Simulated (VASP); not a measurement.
Here is the system:

```yaml
crystal:
  lattice:
    - [1.88500, -3.26492, 0.00000]
    - [1.88500, 3.26492, 0.00000]
    - [0.00000, 0.00000, 12.16000]
  atoms:
    - { symbol: La, position: [0.00000, 0.00000, 0.50000] }
    - { symbol: La, position: [0.00000, 0.00000, 0.00000] }
    - { symbol: La, position: [0.33333, 0.66667, 0.25000] }
    - { symbol: La, position: [0.66667, 0.33333, 0.75000] }
```

Computed with PBE GGA, VASP's PBE PAW potentials (set 64) (plane waves; VASP 6.6.1). Numerical set-up: 300 eV cut-off, 7×7×2 Γ-centred mesh, Fermi-Dirac smearing of 0.10 eV, potentials La.

Give the energies of bands 17 to 25 at the high-symmetry points, in eV from the Fermi level.

| band | Γ | M | K | A | L | H |
|---|---|---|---|---|---|---|
| 17 | -3.18 | -1.88 | -0.86 | -2.73 | -1.60 | -1.04 |
| 18 | -1.87 | -1.79 | -0.86 | -2.73 | -1.60 | -1.04 |
| 19 | -1.87 | -1.51 | -0.62 | -1.66 | -1.37 | -0.34 |
| 20 | -1.72 | -1.04 | -0.48 | -1.66 | -1.37 | -0.34 |
| 21 | 0.51 | -0.64 | -0.48 | 0.81 | -1.03 | -0.01 |
| 22 | 0.63 | -0.28 | 0.03 | 0.81 | -1.03 | -0.01 |
| 23 | 1.27 | -0.19 | 0.18 | 1.23 | 0.65 | -0.01 |
| 24 | 1.28 | 0.44 | 0.18 | 1.23 | 0.65 | -0.01 |
| 25 | 1.30 | 0.94 | 0.86 | 1.33 | 1.26 | 0.88 |

It has no gap at this level: it comes out as a metal or semimetal.

The structure is a typed La crystal (P6_3/mmc). The cell was not relaxed at this level.
